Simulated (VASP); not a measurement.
A run of VASP 6.6.1 is set up as follows.

The input INCAR:

```
PREC = Accurate ; ENCUT = 520
EDIFF = 1E-7 ; ISMEAR = 0
SIGMA = 0.1 ; LREAL = F
LASPH = T ; NELM = 100
ALGO = Fast ; ISIF = 3
LWAVE = F ; LCHARG = F
GGA = PE ; IBRION = 2
NSW = 80 ; EDIFFG = -0.002
```

File KPOINTS:

```
regular mesh
0
Gamma
  26 26 26
```

The input POSCAR:

```
Si2W
1.0
   -1.6069000000      1.6069000000      3.9149500000
    1.6069000000     -1.6069000000      3.9149500000
    1.6069000000      1.6069000000     -3.9149500000
Si W
2 1
Direct
    0.3347000000      0.3347000000      0.0000000000
    0.6653000000      0.6653000000      0.0000000000
    0.0000000000      0.0000000000      0.0000000000
```

Potentials or basis: VASP PAW PBE potentials, release 64 (Si, W_sv).

Launch:

```sh
$ cat potpaw_PBE.64/Si/POTCAR potpaw_PBE.64/W_sv/POTCAR > POTCAR
$ mpirun -np 1 vasp_std > vasp.out
```

Task: What does it give for the relaxed cell?

Result: a = 4.549 Å, b = 4.549 Å, c = 4.549 Å, α = 138.41°, β = 138.41°, γ = 60.27°.

Task: Estimate the band gap on the k mesh.

Result: None (metal or under the smearing width).

Task: What does it give for the relaxed volume?

Result: 13.68 Å³/atom.

Final structure:
```yaml
crystal:
  lattice:
    - [-1.61477, 1.61477, 3.93380]
    - [1.61477, -1.61477, 3.93380]
    - [1.61477, 1.61477, -3.93380]
  atoms:
    - { symbol: Si, position: [0.33454, 0.33454, 0.00000] }
    - { symbol: Si, position: [0.66546, 0.66546, 0.00000] }
    - { symbol: W, position: [0.00000, 0.00000, 0.00000] }
```

Spin-orbit coupling is left out, which matters for the levels of W. PBE usually gives volumes a little too large and moduli too small.
